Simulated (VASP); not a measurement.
CdF2 (fluorite), at 1.04 of the tabulated volume:

```
CdF2
1.0
    0.00000     2.73047     2.73047
    2.73047     0.00000     2.73047
    2.73047     2.73047     0.00000
Cd F
1 2
Direct
  0.00000   0.00000   0.00000
  0.25000   0.25000   0.25000
  0.75000   0.75000   0.75000
```

The lowest empty band near Γ, direction [100], from PBE with spin-orbit coupling in VASP (PAW); its two spin partners are averaged. The gap over the points computed is 2.92 eV, and the next band on that side lies 9.19 eV away at the edge.

Run with 520 eV cut-off, 8×8×8 Γ-centred mesh, Gaussian smearing of 0.050 eV, potentials Cd F.

```csv
distance from the edge in k (1/Å),distance in energy (meV)
0.018,3.2
0.025,6.2
0.035,12.3
0.050,25.0
0.070,48.7
```

Q: Fit E(1 + αE) = ħ²k²/2m* (ħ²/2m0 = 3.810 eV Å²) and predict the row at 0.095 1/Å.

A: The rows don't resolve α, so a parabola serves: the electron mass is m* = 0.383 m0, and so 89.8 meV. The run gave 88.9 meV, -0.9 meV from the fit.

Left out are points under 3 meV from the edge, since the levels carry 0.1 meV, and points farther than half the way to the next band.

The compound is CdF2 in the fluorite structure. The cell was not relaxed at this level.
